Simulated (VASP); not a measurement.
Consider the following.

```
YN
1.0
    3.37542     0.00000     0.00000
   -1.68771     2.92320     0.00000
    0.00000     0.00000     5.93435
Y N
2 2
Direct
  0.00000   0.00000   0.00000
  0.00000   0.00000   0.50000
  0.33333   0.66667   0.25000
  0.66667   0.33333   0.75000
```

The numbers are results of PBEsol GGA, VASP's PBE PAW potentials (set 64) (plane waves; VASP), not measurements. Numerical set-up: 520 eV cut-off, 8×8×4 Γ-centred mesh, tetrahedra with Blöchl corrections, potentials Y_sv N.

Q: What does the run give for the energy per atom (σ→0)?

A: 
```json
{
  "energy per atom (σ→0)": "-9.200 eV/atom"
}
```

Total energies compare only between runs with the same potentials, cut-off and functional.

The structure was generated: YN was put into the NiAs type type (P6_3/mmc), which need not be its known phase. It was relaxed first, which changed the volume by -32 %.
